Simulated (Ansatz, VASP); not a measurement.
# TiCo: VASP beside Ansatz

Aim: how closely do two programs agree when they are given the same cell, functional and k mesh? The cell is taken from a series of runs on this material, whose earlier steps may have relaxed, scaled, displaced or heated it; both programs get it as it stands.

Program: Ansatz 0.2.0. Level of theory: plane waves, with VASP 6.6.1 beside it; relaxation of cell and atoms at PBEsol. Results are calculated unless marked as measured.

**1. The starting structure**

Symmetry: Pm-3m, No. 221, cubic system. The conventional cell has a = 2.938 Å, b = 2.938 Å, c = 2.938 Å, α = 90.00°, β = 90.00°, γ = 90.00°. Nearest to Ti lie 8 Co at 2.54 Å. Co has 8 Ti at 2.54 Å nearest. Farther neighbours are not listed.

**2. Ansatz: relaxation of cell and atoms, PBEsol**

Ansatz runs on its PAW soft_1 files.

The relaxed volume is the usual yardstick between codes: in a stiff, nearly cubic crystal its relative difference is about their pressure difference at one cell divided by the bulk modulus.

File input.yaml:

```yaml
crystal:
  lattice:
    - [2.9383479566, 0.0, 0.0]
    - [0.0, 2.9383479566, 0.0]
    - [0.0, 0.0, 2.9383479566]
  atoms:
    - { symbol: Ti, position: [0.0, 0.0, 0.0] }
    - { symbol: Co, position: [0.5, 0.5, 0.5], spin: 0.75 }
kpoints:
  mp_grid: { grid: [16, 16, 16] }
hamiltonian:
  xc: pbesol
  pseudopotentials: { kind: paw, azcp: { folder: soft_1 }, xc_functional: pbe }
scf:
  occupations: { method: gaussian, width: 0.15 }
output:
  forces: true
  stress: true
  eigenvalues: true
  populations: true
magnetization:
  spin_polarized: true
relax:
  adjacent_minimum: "off"
  f_tol: 0.001
  max_steps: 60
  cell: { stress_tol: 0.01 }
```

On the command line:

```console
$ ansatz run input.yaml --threads 4 --pin off --max-ram 10240MiB --backend cpu --events-out ev --progress --plain --runs-dir out
```

Numbers of over 12 decimals in the logs are rounded to 6 here.

Log:

```text
Engine: ansatz 0.2.0, x86_64-unknown-linux-gnu
Pseudopotentials: kind: paw
Pseudopotential: Ti, paw, valence charge 12, recommended cutoff 420 eV (normal), soft_1/Ti.paw.azcp
Pseudopotential: Co, paw, valence charge 17, recommended cutoff 420 eV (normal), soft_1/Co.paw.azcp
Functional definition: PBEsol
  exchange = pbesol_x
  correlation = pbesol_c
Crystal: 2 atoms, lattice volume = 25.369 Å³
Basis set: ecut = 420 eV, 485 PW (Γ), exchange–correlation on 40×40×40 points (8 copies of the dense FFT grid, shifted against one another)
Bands: 19, of which v1, the nominal top of the filled ones, is band 15 counted from 1 (14 counted from 0)
Symmetry: 48 space group operations
Space group: Pm-3m (ITA 221), of the structure as read, at distance tolerance 2.9e-5 Å
Magnetic group: BNS 221.92 (UNI 1594), of the structure as read, at distance tolerance 2.9e-5 Å
k-points: 165 of 4096
Non-local potential: Ti, projectors of the file, l = 0: 3, l = 1: 2, l = 2: 3, l = 3: 1
Non-local potential: Co, projectors of the file, l = 0: 3, l = 1: 2, l = 2: 3, l = 3: 1
PAW form: soft (Blöchl's): semilocal exchange-correlation on the pseudo side does not see the compensation charge
PAW frozen core: Ti, regenerated for the run's functional, and the local potential with it (the file was generated under x = pbe(κ = 0.804, μ = 0.219515), c = pbe(β = 0.066725))
PAW frozen core: Co, regenerated for the run's functional, and the local potential with it (the file was generated under x = pbe(κ = 0.804, μ = 0.219515), c = pbe(β = 0.066725))
PAW one-centre angular grid: Ti, 590 points (default); XC on 64 Gauss nodes
PAW one-centre angular grid: Co, 590 points (default); XC on 64 Gauss nodes
Initial density: superposition of atomic densities (chi_scale 0.1, normalization cell)
Starting moments: Σ|m| = 0.75 μB on 1 of 2 sites
Initial wavefunctions: pseudopotential atomic-orbital guess
Functional: x = pbesol(κ = 0.804, μ = 0.123457), c = pbesol(β = 0.046)
SCF iter   1: F=—  HF=-7567.662832 eV  |F-HF|=—  |Δ(HF+E_count)|=         —  Δρ=6.36e-2 (↑3.99e-2 ↓6.36e-2)  dr2=1.86e0  dr2_m=6.14e-2  M=0.791 μB ∫|m|=0.869 μB  β_m=0.30  ethr=3.10e-3  ⟨swp⟩=4.2  Hψ=23593  notcnv=0
Mixer restart at iter 1: flushing history
preconditioner: auto → none  [metal: Δε(μ)=0.005 eV  Ē_g=4.645 eV  σ=0.150 eV  W_gap=0.02  n_scr=6 (ndim 8)  ℏωp=26.6 eV  f_vac=0.000  D(μ)=1.86/eV (n_scr^D=18)  sad-step TF]
SCF iter   2: F=—  HF=-7566.842852 eV  |F-HF|=—  |Δ(HF+E_count)|=   8.20e-1  Δρ=3.38e-2 (↑3.38e-2 ↓2.92e-2)  dr2=9.59e-1  dr2_m=3.25e-2  M=0.767 μB ∫|m|=0.875 μB  β_m=0.34  ethr=3.10e-3  ⟨swp⟩=2.1  Hψ=12207  notcnv=0  defer=40
SCF iter   3: F=—  HF=-7567.351461 eV  |F-HF|=—  |Δ(HF+E_count)|=   5.09e-1  Δρ=2.20e-2 (↑7.32e-3 ↓2.20e-2)  dr2=1.26e-1  dr2_m=2.37e-2  M=0.796 μB ∫|m|=0.890 μB  β_m=0.33  ethr=3.10e-3  ⟨swp⟩=2.7  Hψ=10634  notcnv=0  defer=40
SCF iter   4: F=—  HF=-7567.402807 eV  |F-HF|=—  |Δ(HF+E_count)|=         —  Δρ=2.29e-2 (↑2.29e-2 ↓8.00e-3)  dr2=1.21e-1  dr2_m=2.79e-2  M=0.820 μB ∫|m|=0.953 μB  β_m=0.33  ethr=4.34e-4  ⟨swp⟩=2.0  Hψ=10097  notcnv=0  defer=30
Mixer restart at iter 4: flushing history
SCF iter   5: F=—  HF=-7567.617579 eV  |F-HF|=—  |Δ(HF+E_count)|=   2.15e-1  Δρ=1.45e-2 (↑5.66e-3 ↓1.45e-2)  dr2=3.03e-2  dr2_m=1.91e-2  M=0.835 μB ∫|m|=0.974 μB  β_m=0.33  ethr=4.16e-4  ⟨swp⟩=2.0  Hψ=10138  notcnv=0  defer=24
SCF iter   6: F=—  HF=-7567.592352 eV  |F-HF|=—  |Δ(HF+E_count)|=   2.52e-2  Δρ=1.35e-2 (↑1.35e-2 ↓1.09e-2)  dr2=1.23e-1  dr2_m=9.73e-4  M=0.786 μB ∫|m|=0.919 μB  β_m=0.17  ethr=1.04e-4  ⟨swp⟩=2.3  Hψ=12692  notcnv=0  defer=27
SCF iter   7: F=—  HF=-7567.668900 eV  |F-HF|=—  |Δ(HF+E_count)|=   7.65e-2  Δρ=4.18e-3 (↑4.18e-3 ↓2.94e-3)  dr2=8.88e-3  dr2_m=3.90e-4  M=0.792 μB ∫|m|=0.926 μB  β_m=0.61  ethr=1.04e-4  ⟨swp⟩=2.0  Hψ=10116  notcnv=0  defer=27
SCF iter   8: F=—  HF=-7567.728203 eV  |F-HF|=—  |Δ(HF+E_count)|=   5.93e-2  Δρ=5.66e-3 (↑2.73e-3 ↓5.66e-3)  dr2=2.28e-3  dr2_m=4.02e-3  M=0.733 μB ∫|m|=0.860 μB  β_m=0.82  ethr=3.06e-5  ⟨swp⟩=2.0  Hψ=10745  notcnv=0  defer=26
[...]
Crystal: 2 atoms, lattice volume = 25.406 Å³
[...]
preconditioner: auto → none  [metal: Δε(μ)=0.003 eV  Ē_g=4.212 eV  σ=0.150 eV  W_gap=0.01  n_scr=0 (ndim 8)  ℏωp=26.6 eV  f_vac=0.000  D(μ)=2.34/eV (n_scr^D=26)]
[...]
SCF 3 converged in 9 iterations: F = -7567.730573 eV  dr2 = 3.25e-10
relax step   3: F+E_penalty+E_count = -7567.73057299 eV  Δ(F+E_penalty+E_count) = +2.559e-6 eV  max|allowed force component| = 3.418e-30 eV/Å  Δτ_max = 0.0000 Å  P = -0.000 GPa  Ω = 25.406 Å³  energy of the carried Pulay correction = -1.960e-5 eV  (9 SCF iters, dr2 threshold 4.78e-9 eV, accepted)
Initial wavefunctions: pseudopotential atomic-orbital guess (no wavefunctions were taken with the density)
[...]
SCF iter   1: F=—  HF=-7567.730592 eV  |F-HF|=—  |Δ(HF+E_count)|=         —  Δρ=4.30e-6 (↑1.27e-6 ↓4.30e-6)  dr2=5.71e-9  dr2_m=8.00e-10  M=0.672 μB ∫|m|=0.779 μB  β_m=0.65  ethr=1.53e-9  ⟨swp⟩=3.7  Hψ=45526  notcnv=0
preconditioner: auto → none  [metal: Δε(μ)=0.003 eV  Ē_g=4.213 eV  σ=0.150 eV  W_gap=0.01  n_scr=0 (ndim 8)  ℏωp=26.6 eV  f_vac=0.000  D(μ)=2.34/eV (n_scr^D=26)]
SCF iter   2: F=—  HF=-7567.730592 eV  |F-HF|=—  |Δ(HF+E_count)|=   6.72e-9  Δρ=5.43e-6 (↑5.43e-6 ↓2.00e-6)  dr2=1.15e-8  dr2_m=9.51e-10  M=0.672 μB ∫|m|=0.779 μB  β_m=0.30  ethr=1.97e-11  ⟨swp⟩=2.2  Hψ=10170  notcnv=0
SCF iter   3: F=—  HF=-7567.730592 eV  |F-HF|=—  |Δ(HF+E_count)|=  8.19e-11  Δρ=1.99e-6 (↑1.09e-6 ↓1.99e-6)  dr2=2.14e-10  dr2_m=4.85e-10  M=0.672 μB ∫|m|=0.779 μB  β_m=0.44  ethr=1.97e-11  ⟨swp⟩=2.3  Hψ=9469  notcnv=0
SCF iter   4: F=—  HF=-7567.730592 eV  |F-HF|=—  |Δ(HF+E_count)|=  3.69e-10  Δρ=6.57e-7 (↑3.62e-7 ↓6.57e-7)  dr2=2.10e-10  dr2_m=6.06e-12  M=0.672 μB ∫|m|=0.779 μB  β_m=0.40  ethr=7.39e-13 (applied; sched 1.00e-12)  ⟨swp⟩=2.0  Hψ=8468  notcnv=0
SCF iter   5: F=—  HF=-7567.730592 eV  |F-HF|=—  |Δ(HF+E_count)|=  1.32e-10  Δρ=5.61e-7 (↑1.43e-7 ↓5.61e-7)  dr2=6.68e-11  dr2_m=2.47e-11  M=0.672 μB ∫|m|=0.779 μB  β_m=0.41  ethr=7.23e-13 (applied; sched 1.00e-12)  ⟨swp⟩=2.0  Hψ=7729  notcnv=0
SCF iter   6: F=—  HF=-7567.730592 eV  |F-HF|=—  |Δ(HF+E_count)|=  6.55e-11  Δρ=5.35e-7 (↑1.91e-7 ↓5.35e-7)  dr2=4.31e-11  dr2_m=2.79e-11  M=0.672 μB ∫|m|=0.779 μB  β_m=0.71  ethr=2.30e-13 (applied; sched 1.00e-12)  ⟨swp⟩=1.4  Hψ=6543  notcnv=0
SCF iter   7: F=—  HF=-7567.730592 eV  |F-HF|=—  |Δ(HF+E_count)|=  1.95e-10  Δρ=1.52e-6 (↑1.52e-6 ↓4.68e-7)  dr2=3.36e-10  dr2_m=2.14e-10  M=0.672 μB ∫|m|=0.779 μB  β_m=0.85  ethr=1.49e-13 (applied; sched 1.00e-12)  ⟨swp⟩=2.9  Hψ=12672  notcnv=0  recentre
SCF iter   8: F=—  HF=-7567.730592 eV  |F-HF|=—  |Δ(HF+E_count)|=  2.82e-10  Δρ=6.79e-8 (↑5.91e-8 ↓6.79e-8)  dr2=3.23e-12  dr2_m=1.59e-14  M=0.672 μB ∫|m|=0.779 μB  β_m=0.90  ethr=1.00e-12  ⟨swp⟩=2.4  Hψ=10796  notcnv=0
SCF iter   9: F=—  HF=-7567.730592 eV  |F-HF|=—  |Δ(HF+E_count)|=  9.09e-13  Δρ=1.19e-8 (↑5.00e-9 ↓1.19e-8)  dr2=4.59e-14  dr2_m=5.27e-15  M=0.672 μB ∫|m|=0.779 μB  β_m=0.95  ethr=1.11e-14 (applied; sched 1.00e-12)  ⟨swp⟩=2.0  Hψ=8507  notcnv=0
SCF iter  10: F=-7567.730592 eV  HF=-7567.730592 eV  |F-HF|=9.09e-13  |Δ(HF+E_count)|=  1.82e-12  Δρ=3.77e-8 (↑1.46e-8 ↓3.77e-8)  dr2=6.25e-13  dr2_m=3.94e-14  M=0.672 μB ∫|m|=0.779 μB  ethr=1.00e-12  ⟨swp⟩=2.3  Hψ=18845  notcnv=0
SCF 4 converged in 10 iterations: F = -7567.730592 eV  dr2 = 6.25e-13
relax step   4: F+E_penalty+E_count = -7567.73059212 eV  Δ(F+E_penalty+E_count) = -1.913e-5 eV  max|allowed force component| = 5.555e-30 eV/Å  Δτ_max = 0.0000 Å  P = -0.001 GPa  Ω = 25.406 Å³  stress off target by 6.17e-4 GPa  SCF on the basis re-selected at this cell (its energy is not comparable with the rows above)  (10 SCF iters)
basis re-selected at this cell: Δ(F+E_penalty+E_count) = -1.913e-5 eV, ΔP = -0.000 GPa vs the last step (what re-selecting the basis moved, of the pressure what is left beyond the Pulay correction that the steps carried, after the strain that the cell walked since its last selection, with what the two solves' SCF thresholds leave and, on support functions, any second-order correction that the steps lacked; it is no m [...]
SCF converged after 10 iterations
Magnetization: 0.6721 μB (14.8360 up, 14.1640 down)
Absolute magnetization: 0.7845 μB (∫|ρ↑−ρ↓|, with the PAW one-centre terms)
Spin contamination: 0.0382 ħ² per cell (⟨S²⟩ above its minimum at these occupations)
Per-site moments (μB) at R_I (Å): [(-0.00301581, 1.050182), (0.710483, 1.050182)]
Free energy (F): -7567.730592 eV
Harris-Foulkes:  -7567.730592 eV  (|F-HF|=9.09e-13)
Internal energy: -7567.704305 eV  (E = F + TS)
E sigma→0 (E₀):  -7567.717448 eV
Entropy (-TS):   -0.026287 eV (-13.144 meV/atom)
Fermi energy:    17.379607 eV
--- Per-component energies (eV) ---
  E_band       = -381.523937
  E_kinetic    = 576.382591
  E_local      = -3671.466870  (includes V_loc(G=0)·N_el)
  E_nonlocal   = 497.101160
  E_hartree    = 1604.512251
  E_xc         = -208.697551
  E_vxc        = -265.771041  (∫ρ·V_xc dr)
  E_paw        = -2555.655282  (= ΣΔE_a)
  E_vpaw       = -726.794132  (= ΣTr[D̂ρ^β])
  E_aug_tail   = -0.000104  (compensation charges beyond the density's cutoff)
  E_ewald      = -3810.208305
  E_core_change = 0.327804  (= ΣΔE_core)
  E_smearing   = -0.026287  (= −TS)
  E_closure    = -0.000000  (closes the sum)
  Σ components = -7567.730592   (vs F -7567.730592, Δ=0.00e0)
--- Forces (eV/Å), atoms counted from 1 ---
  atom   1  Ti     0.00000000    -0.00000000    -0.00000000
  atom   2  Co     0.00000000     0.00000000     0.00000000
  max |Σ_I F_I| component: 9.93e-30 eV/Å
--- Stress (GPa, compression-positive) ---
       -0.000617       0.000000       0.000000
        0.000000      -0.000617       0.000000
        0.000000       0.000000      -0.000617
  P = ⅓ Tr σ = -0.0006 GPa (-0.006 kbar)
--- Band table (eV; the first three rows and the last of 330) ---
  k-point 0 ↑: bands = [... 11 lower, 15.5358, 15.5358, 15.5358, 17.9719, 17.9719, 20.2508, 20.2508, 20.2508]
  k-point 1 ↑: bands = [... 11 lower, 15.5298, 15.5298, 15.5498, 17.9326, 17.9881, 20.1328, 20.1328, 20.2333]
  k-point 2 ↑: bands = [... 11 lower, 15.5134, 15.5134, 15.5901, 17.8170, 18.0279, 19.8232, 19.8232, 20.1826]
  k-point 164 ↓: bands = [... 11 lower, 15.1293, 15.1293, 15.1293, 17.2151, 17.2151, 20.7356, 20.7356, 24.8374]
--- Relaxed structure (3 steps of the walk, 3 accepted, 1 SCFs on fresh bases) ---
  F+E_penalty+E_count = -7567.73059212 eV   max|allowed force component| = 5.555e-30 eV/Å   (the final SCF, on the basis selected at the relaxed cell)
  cell:  # Å, volume = 25.4056 Å³
    - [2.939747, 0, 0.0]
    - [0, 2.939747, 0]
    - [0.0, 0, 2.939747]
  atoms:
    - { symbol: Ti, position: [0, 0, 0] }
    - { symbol: Co, position: [0.5, 0.5, 0.5] }
--- Löwdin populations: 2 sites ---
  site symbol       q [e]    m [muB]
     0     Ti     11.8652    -0.0045
     1     Co     16.7910     0.7023
  spilling = 0.011855 (of n_electrons = 29.000000)
```

The column dr2 measures how far the density is from self-consistency, as an energy; F and HF (Harris–Foulkes) agree once it is small.

(Continued in part 2 of 2.)

[Lines on the potential files, build, host, timing and source positions are cut from VASP's logs without a mark.]

[Logs are printed without paths, hosts, clocks, repeated set-up lines and the standing remarks that a program may print on its own settings, such as how far it seeks lower states.]

[Hosts, paths, dates, database ids (printed as entryN), source tags and the programs' standing remarks are cut or masked in the printed files.]
